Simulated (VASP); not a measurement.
Consider the following.

```
MgZn2O3
1.0
    3.04872     0.00000     0.00000
   -1.52436     2.64027     0.00000
    0.00000     0.00000     7.44159
Mg Zn O
1 2 3
Direct
  0.00000   0.00000   0.00000
  0.33333   0.66667   0.66879
  0.66667   0.33333   0.33121
  0.33333   0.66667   0.16003
  0.66667   0.33333   0.83997
  0.00000   0.00000   0.50000
```

These are HSE06 screened hybrid, VASP's PBE PAW potentials (set 64) (plane waves; VASP 6.6.1) values and carry that method's errors. Run with 500 eV cut-off, 6×6×2 Γ-centred mesh, Gaussian smearing of 0.050 eV, potentials Mg Zn O.

Task: Give the force on each atom (eV/Å).

Result: 
```tsv
atom	Fx	Fy	Fz
Mg1	0.000	0.000	0.000
Zn2	0.000	0.000	0.022
Zn3	0.000	0.000	-0.022
O4	0.000	0.000	0.114
O5	0.000	0.000	-0.114
O6	0.000	0.000	0.000
```

Task: Give the stress tensor in GPa (positive for a compressed cell).

Result: 
```
-6.11   0.00   0.00
 0.00  -6.11   0.00
 0.00   0.00  -5.73
```
The pressure is its mean diagonal, -5.99 GPa.

The structure comes from a computed database's MgZn2O3 entry (P-3m1); how it stands against other phases isn't given here. It was relaxed first. The k-mesh is coarse (spacing up to 0.42 per Å, 2π included), so the numbers may not be converged in it. The cell's shape comes from a PBE relaxation.
